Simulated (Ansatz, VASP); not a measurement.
# Hf4AlGe in two plane-wave programs, part 2 of 2

Aim: how closely do two programs agree when they are given the same cell, functional and k mesh? The cell is invented: As first built, before any earlier steps moved the atoms (in the runner's words): it takes the Hf4AlSi structure with some of its atoms replaced by other elements, volume scaled by an estimate. It may not be a known or stable phase. The cell is taken from a series of VASP runs on this material, whose earlier steps may have relaxed, scaled or displaced it; both programs get it as it stands.

VASP 6.6.1 and Ansatz 0.2.0.

So far: Starting point; Ansatz: relaxation of cell and atoms, r2SCAN.

## 3. VASP: relaxation of cell and atoms, r2SCAN

Level of this step: r2SCAN; plane waves and PAW (Hf_pv, Ge_d, Al); invented cell (VASP).

The same cell, functional, mesh and smearing now go to VASP, with its own data sets and cutoff.

Lines of VASP's logs that name or quote its potential files are left out, and so is its time.

INCAR reads:

```
SYSTEM = Hf4AlGe
PREC = Accurate
ENCUT = 520
EDIFF = 1E-06
NELM = 100
ISMEAR = -1
SIGMA = 0.05
LREAL = .FALSE.
ALGO = Normal
METAGGA = R2SCAN
LASPH = .TRUE.
NBANDS = 35
LORBIT = 11
LWAVE = .FALSE.
LCHARG = .FALSE.
KPAR = 2
IBRION = 2
NSW = 60
ISIF = 3
EDIFFG = -0.01
```

POSCAR reads:

```
Hf4AlGe
1.0
   -3.3687378371      3.3687378371      2.6291158632
    3.3687378371     -3.3687378371      2.6291158632
    3.3687378371      3.3687378371     -2.6291158632
Hf Ge Al
4 1 1
Direct
    0.4037135706      0.9037135706      0.8074271312
    0.0962864294      0.5962864294      0.1925728688
    0.5962864294      0.4037135706      0.5000000000
    0.9037135706      0.0962864294      0.5000000000
    0.0000000000      0.0000000000      0.0000000000
    0.5000000000      0.5000000000      0.0000000000
```

KPOINTS reads:

```
Automatic mesh
0
Gamma
6 6 6
0 0 0
```

The projector-augmented-wave data sets are Hf_pv, Ge_d and Al (PBE family, release 64).

Started as:

```console
$ mpirun -np 2 vasp_std
```

Numbers of over 12 decimals in the logs are rounded to 6 here.

The program printed:

```text
[banner, memory and clock lines left out]
running    2 mpi-ranks, on    1 nodes
 distrk:  each k-point on    1 cores,    2 groups
 distr:  one band on    1 cores,    1 groups

 POSCAR found type information on POSCAR HfGeAl
 POSCAR found :  3 types and       6 ions
|                                                                             |
|               ----> ADVICE to this user running VASP <----                  |
|                                                                             |
|     You enforced a specific xc type in the INCAR file but a different       |
|     [... a line on the potential file left out ...]
|     I HOPE YOU KNOW WHAT YOU ARE DOING!                                     |
|                                                                             |

 LDA part: xc-table for (None), standard interpolation
 POSCAR, INCAR and KPOINTS ok, starting setup
 FFT: planning ... GRIDC
 FFT: planning ... GRID_SOFT
 FFT: planning ... GRID
 WAVECAR not read
 entering main loop
       N       E                     dE             d eps       ncg     rms          rms(c)
DAV:   1     0.269434737282E+03    0.26943E+03   -0.30186E+04  2461   0.255E+03
DAV:   2    -0.163853355751E+03   -0.43329E+03   -0.42253E+03  2197   0.677E+02
DAV:   3    -0.215354049805E+03   -0.51501E+02   -0.49932E+02  2630   0.129E+02
DAV:   4    -0.217813678772E+03   -0.24596E+01   -0.24379E+01  2616   0.301E+01
DAV:   5    -0.217884675842E+03   -0.70997E-01   -0.70873E-01  2791   0.531E+00    0.100E+02
DAV:   6    -0.204550553587E+03    0.13334E+02   -0.43125E+00  2329   0.129E+01    0.578E+01
DAV:   7    -0.204535535969E+03    0.15018E-01   -0.38272E+00  2521   0.888E+00    0.942E+00
DAV:   8    -0.204478873500E+03    0.56662E-01   -0.82193E-01  2627   0.490E+00    0.498E+00
DAV:   9    -0.204467589005E+03    0.11284E-01   -0.72286E-02  2645   0.195E+00    0.140E+00
DAV:  10    -0.204467850969E+03   -0.26196E-03   -0.41819E-03  2820   0.432E-01    0.492E-01
DAV:  11    -0.204467751202E+03    0.99767E-04   -0.31497E-04  2479   0.101E-01    0.456E-01
DAV:  12    -0.204467760262E+03   -0.90594E-05   -0.60855E-05  2681   0.534E-02    0.126E-01
DAV:  13    -0.204467761850E+03   -0.15885E-05   -0.76493E-06  2282   0.169E-02    0.437E-02
DAV:  14    -0.204467760435E+03    0.14150E-05   -0.10726E-06  1395   0.729E-03    0.733E-03
DAV:  15    -0.204467760925E+03   -0.48954E-06   -0.20782E-07  1312   0.405E-03
   1 F= -.20446776E+03 E0= -.20445311E+03  d E =-.204468E+03
[...]
2 F= -.20445851E+03 E0= -.20444408E+03  d E =0.925419E-02
[...]
3 F= -.20448171E+03 E0= -.20446720E+03  d E =-.139521E-01
[...]
4 F= -.20448221E+03 E0= -.20446771E+03  d E =-.496857E-03
 trial-energy change:   -0.000497  1 .order   -0.000500   -0.000914   -0.000087
 step:   0.9807(harm=  0.9807)  dis= 0.00200  next Energy=  -204.482218 (dE=-0.505E-03)
 bond charge predicted
       N       E                     dE             d eps       ncg     rms          rms(c)
DAV:   1    -0.204482209835E+03   -0.39049E-06   -0.15767E-03  2157   0.237E-01    0.422E-02
DAV:   2    -0.204482215461E+03   -0.56267E-05   -0.89222E-05  2478   0.533E-02    0.982E-03
DAV:   3    -0.204482214754E+03    0.70709E-06   -0.24965E-06  2075   0.106E-02
   5 F= -.20448221E+03 E0= -.20446772E+03  d E =-.501747E-03
 curvature:  -0.50 expect dE=-0.103E-04 dE for cont linesearch -0.678E-06
 trial: gam=-0.00716 g(F)=  0.106E-04 g(S)=  0.101E-04 ort = 0.377E-04 (trialstep = 0.906E+00)
 search vector abs. value=  0.202E-04
 reached required accuracy - stopping structural energy minimisation
```

OUTCAR, selected parts (step 3):

```text
ion  position               nearest neighbor table
   1  0.404  0.904  0.807-   5 2.87   6 2.87   5 2.87   6 2.87   2 2.93   2 3.21   2 3.21   4 3.35
                             3 3.35   3 3.35   4 3.35   3 3.61   4 3.61   3 3.61   4 3.61
   2  0.096  0.596  0.193-   5 2.87   6 2.87   5 2.87   6 2.87   1 2.93   1 3.21   1 3.21   4 3.35
                             3 3.35   3 3.35   4 3.35   4 3.61   3 3.61   3 3.61   4 3.61
   3  0.596  0.404  0.500-   6 2.87   6 2.87   5 2.87   5 2.87   4 2.93   4 3.21   4 3.21   2 3.35
                             1 3.35   1 3.35   2 3.35   2 3.61   1 3.61   2 3.61   1 3.61
   4  0.904  0.096  0.500-   5 2.87   5 2.87   6 2.87   6 2.87   3 2.93   3 3.21   3 3.21   2 3.35
                             1 3.35   1 3.35   2 3.35   1 3.61   2 3.61   1 3.61   2 3.61
   5  0.000  0.000  0.000-   6 2.63   6 2.63   4 2.87   4 2.87   3 2.87   3 2.87   1 2.87   2 2.87
                             1 2.87   2 2.87
   6  0.500  0.500  0.000-   5 2.63   5 2.63   3 2.87   3 2.87   4 2.87   4 2.87   2 2.87   1 2.87
                             1 2.87   2 2.87

  LATTYP: Found a body centered tetragonal cell.
 ALAT       =     6.7374756742
 C/A-ratio  =     0.7804453746

 Subroutine GETGRP returns: Found  8 space group operations
 (whereof  8 operations were pure point group operations)

The static configuration has the point symmetry D_4 .

 Found     30 irreducible k-points:

   k-points           NKPTS =     30   k-points in BZ     NKDIM =     30   number of bands    NBANDS=     35

   dimension x,y,z NGX =    40 NGY =   40 NGZ =   40
   dimension x,y,z NGXF=    80 NGYF=   80 NGZF=   80

   ENCUT  =  520.0 eV  38.22 Ry    6.18 a.u.  10.12 10.12 10.12*2*pi/ulx,y,z

   NELECT =      57.0000    total number of electrons

 k-points in reciprocal lattice and weights: Automatic mesh
   0.00000000  0.00000000  0.00000000       0.005
   0.16666667  0.00000000 -0.00000000       0.037
   0.33333333 -0.00000000  0.00000000       0.037
   0.50000000  0.00000000  0.00000000       0.019
   0.16666667  0.16666667  0.00000000       0.037
   0.33333333  0.16666667  0.00000000       0.074
   0.50000000  0.16666667  0.00000000       0.074
  -0.33333333  0.16666667 -0.00000000       0.074
  -0.16666667  0.16666667  0.00000000       0.019
[...]
-0.33333333 -0.33333333  0.33333333       0.009
   0.50000000  0.50000000  0.50000000       0.005

 average (electrostatic) potential at core
       1 -42.2243       2 -42.2243       3 -42.2243       4 -42.2243       5 -77.9106
       6 -76.4466

 E-fermi :   5.3242

 k-point     1 :       0.0000    0.0000    0.0000
  band No.  band energies     occupation
    ...
     25       4.1323      2.00000
     26       4.2923      2.00000
     27       4.4687      2.00000
     28       4.4914      2.00000
     29       4.4914      2.00000
     30       7.3671      0.00000
     31       7.8166      0.00000
     32       7.8998      0.00000
     33       8.0438      0.00000
     34       8.0438      0.00000
    ...

 k-point     2 :       0.1667    0.0000   -0.0000
  band No.  band energies     occupation
    ...
     25       3.8352      2.00000
     26       4.2329      2.00000
     27       4.4064      2.00000
     28       4.7121      1.99999
     29       4.9665      1.99844
     30       7.1554      0.00000
     31       7.3575      0.00000
     32       7.4643      0.00000
     33       8.1527      0.00000
     34       8.1738      0.00000
    ...

 k-point     3 :       0.3333   -0.0000    0.0000
  band No.  band energies     occupation
    ...
     24       3.9909      2.00000
     25       4.3142      2.00000
     26       4.4314      2.00000
     27       4.5956      2.00000
     28       4.8575      1.99982
     29       5.5204      0.03876
     30       6.3251      0.00000
     31       6.5547      0.00000
     32       7.0297      0.00000
     33       8.5021      0.00000
    ...

  Total       -0.0020367     -0.0020367     -0.0352525      0.0000000      0.0000000      0.0000000
  in kB       -0.0278027     -0.0278027     -0.4812354      0.0000000      0.0000000      0.0000000
  external PRESSURE =      -0.1789469 kB  Pullay stress =       0.0000000 kB

  energy-cutoff  :      520.00
  volume of cell :      117.37
      direct lattice vectors                 reciprocal lattice vectors
    -3.346639346  3.346639346  2.619785111     0.000000000  0.149403610  0.190855348
     3.346639346 -3.346639346  2.619785111     0.149403610  0.000000000  0.190855348
     3.346639346  3.346639346 -2.619785111     0.149403610  0.149403610  0.000000000

 POSITION                                       TOTAL-FORCE (eV/Angst)
 -----------------------------------------------------------------------------------
      4.37233      1.02569      1.30989        -0.005245     -0.005245     -0.000000
      2.32095     -1.02569      1.30989         0.005245      0.005245      0.000000
      1.02569      2.32095      1.30989        -0.005245      0.005245      0.000000
     -1.02569      4.37233      1.30989         0.005245     -0.005245      0.000000
      0.00000     -0.00000      0.00000        -0.000000      0.000000      0.000000
      0.00000      0.00000      2.61979        -0.000000     -0.000000      0.000000
 -----------------------------------------------------------------------------------
    total drift:                               -0.000014      0.000014      0.000000

  FREE ENERGIE OF THE ION-ELECTRON SYSTEM (eV)
  ---------------------------------------------------
  free  energy   TOTEN  =      -204.4822147542 eV

  energy  without entropy=     -204.4532163202  energy(sigma->0) =     -204.46771554

 reached required accuracy - stopping structural energy minimisation

 total charge
# of ion       s       p       d       tot
------------------------------------------
    1        0.345   6.448   1.504   8.297
    2        0.345   6.448   1.504   8.297
    3        0.345   6.448   1.504   8.297
    4        0.345   6.448   1.504   8.297
    5        1.083   1.467  10.035  12.586
    6        0.440   0.480   0.000   0.920
--------------------------------------------------
tot          2.903  27.739  16.053  46.695

[... 3 further parts left out ...]
```

CONTCAR:

```
Hf4AlGe
   1.00000000000000
    -3.3466393455774353    3.3466393455774353    2.6197851105679546
     3.3466393455774353   -3.3466393455774353    2.6197851105679546
     3.3466393455774353    3.3466393455774353   -2.6197851105679546
  Hf              Ge              Al
     4     1     1
Direct
     0.4032419311380818    0.9032419311380818    0.8064838522761699
     0.0967580688619182    0.5967580688619182    0.1935161477238301
     0.5967580688619182    0.4032419311380818    0.5000000000000000
     0.9032419311380818    0.0967580688619182    0.5000000000000000
     0.0000000000000000    0.0000000000000000    0.0000000000000000
     0.5000000000000000    0.5000000000000000    0.0000000000000000
```

Harder data sets than Hf_pv exist (the GW ones), and pressures, volumes and forces can shift noticeably with them. The run keeps the 8 symmetry operations of its start, so it cannot find a distortion of lower symmetry.

## 4. Side by side

Known differences besides the potentials themselves: VASP keeps PBE cores, Ansatz makes them for the functional; both relaxations stop at a tolerance, which leaves soft axes loose, and VASP keeps its plane-wave basis; the data sets hold 121 valence electrons in Ansatz (default PAW (the set named soft_2) files) and 57 in VASP; the cutoff is 500 eV in Ansatz and 520 eV in VASP; Ansatz adds a Pulay correction to the stress that steers its cell, VASP none. Total energies have different zeros and are not compared.

Both answers:

```tsv
quantity	Ansatz	VASP	difference
volume (Å³)	117.92	117.37	+0.47 %
edge a after relaxation, in the typed setting (Å)	5.418	5.410	+0.16 %
```

The walks stopped with -0.03 GPa left in Ansatz and -0.02 GPa in VASP; each walk ends within a tolerance, so the volume difference is uncertain by about these residues over the bulk modulus, most in soft cells.

## 5. Results

| Property | Result |
| --- | --- |
| difference in volume (relaxation of cell and atoms, r2SCAN) | 0.47 % |

What this shows: The difference in volume is 0.47 % (relaxation of cell and atoms, r2SCAN), within the 1.2 % picked in this series as the mark of a large difference, as far as the stopping tolerances let one tell. Such differences can come from data sets, numerical settings and the points named under the comparisons, not from the functional's error against experiment.

[Lines on the potential files, build, host, timing and source positions are cut from VASP's logs without a mark.]

[Logs are printed without paths, hosts, clocks, repeated set-up lines and the standing remarks that a program may print on its own settings, such as how far it seeks lower states.]

[Hosts, paths, dates, database ids (printed as entryN), source tags and the programs' standing remarks are cut or masked in the printed files.]
